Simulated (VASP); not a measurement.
Here is the system:

```
Gd
1.0
    1.81500    -3.14367     0.00000
    1.81500     3.14367     0.00000
    0.00000     0.00000     5.78000
Gd
2
Direct
  0.33333   0.66667   0.25000
  0.66667   0.33333   0.75000
```

These are r2SCAN+rVV10, VASP's PBE PAW potentials (set 64) (plane waves; VASP 6.6.1) values and carry that method's errors. Run with 520 eV cut-off, 10×10×6 Γ-centred mesh, first-order Methfessel-Paxton smearing of 0.10 eV, potentials Gd_3.

The 4f electrons are frozen in the core of the lanthanide potential, so 4f levels, which can set the real gap, and their magnetism are missing.

Question: The ions, cell shape and volume are relaxed. Predict the relaxed structure.

Answer: 
```
Gd
1.0
    1.83877    -3.18485     0.00000
    1.83877     3.18485     0.00000
    0.00000     0.00000     5.61577
Gd
2
Direct
  0.33333   0.66667   0.25000
  0.66667   0.33333   0.75000
```
Space group P6_3/mmc (194), at a tolerance of 0.03 Å.

Question: How do energy and volume change from the first to the last step?

Answer: The energy (σ→0) changes by -5.4 meV/atom and the volume by -0.3 %, in 4 ionic steps.

| step | E(σ→0) (eV) | max force (eV/Å) | pressure (GPa) | volume (Å³) |
|---|---|---|---|---|
| 1 | -60.7094 | 0.000 | -0.29 | 65.96 |
| 2 | -60.7167 | 0.000 | 0.12 | 65.39 |
| 3 | -60.7187 | 0.000 | 0.46 | 64.94 |
| 4 | -60.7202 | 0.000 | -0.01 | 65.77 |

The compound is Gd in the hcp structure. This run relaxes it. Symmetry was kept, so distortions that lower it aren't found.
